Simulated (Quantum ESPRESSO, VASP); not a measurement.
An input for Quantum ESPRESSO (PBEsol, GBRV 1.5 ultrasoft (PBESOL) pseudopotentials):

```
&control
 calculation = 'scf'
 prefix = 'scf'
 outdir = './work'
 pseudo_dir = './'
 tprnfor = .true.
 tstress = .true.
/
&system
 ibrav = 0
 nat = 6
 ntyp = 2
 ecutwfc = 40
 ecutrho = 200
 occupations = 'smearing'
 smearing = 'fd'
 degauss = 0.0099958
/
&electrons
 conv_thr = 1.0d-10
 mixing_beta = 0.7
/
ATOMIC_SPECIES
Sr    87.6200  sr_pbesol_v1.uspp.F.UPF
Si    28.0850  si_pbesol_v1.uspp.F.UPF
ATOMIC_POSITIONS crystal
Sr    0.25000000    0.75000000    0.50000000
Sr    0.50000000    0.50000000    0.00000000
Si    0.83351000    0.33351000    0.50000000
Si    0.08351000    0.08351000    0.00000000
Si    0.91649000    0.91649000    0.00000000
Si    0.66649000    0.16649000    0.50000000
K_POINTS automatic
7 7 7  0 0 0
CELL_PARAMETERS angstrom
  -2.18694600     2.18694600     6.83070200
   2.18694600    -2.18694600     6.83070200
   2.18694600     2.18694600    -6.83070200
```

Problem. Write the VASP files for the same calculation.

Solution. One set of files that does it:

KPOINTS:
```
Automatic
0
G
 7 7 7
0 0 0
```

### POSCAR
```
SrSi2
1
   -2.1869460000     2.1869460000     6.8307020000
    2.1869460000    -2.1869460000     6.8307020000
    2.1869460000     2.1869460000    -6.8307020000
Sr Si
2 4
Direct
  0.2500000000   0.7500000000   0.5000000000
  0.5000000000   0.5000000000   0.0000000000
  0.8335100000   0.3335100000   0.5000000000
  0.0835100000   0.0835100000   0.0000000000
  0.9164900000   0.9164900000   0.0000000000
  0.6664900000   0.1664900000   0.5000000000
```

INCAR:
```
SYSTEM = SrSi2
PREC = Accurate; ENCUT = 300; LREAL = .FALSE.
LASPH = .TRUE.
EDIFF = 1E-6; NELM = 100; ALGO = Normal
LMAXMIX = 4
ISMEAR = -1; SIGMA = 0.136
GGA = PS
ISIF = 2
LWAVE = .FALSE.; LCHARG = .FALSE.
```

POTCAR, in this order: Sr_sv Si (PBE.64 set). Program: vasp_std.

Both inputs were run and reached self-consistency, which says nothing on mesh or cut-off. Potentials, basis and cut-offs are each code's own, so they don't translate, and total energies aren't comparable.

The structure comes from a computed database's SrSi2 entry; how it stands against other phases isn't given here. The cell was not relaxed at this level, and its volume differs by -5.9 % from the start's.
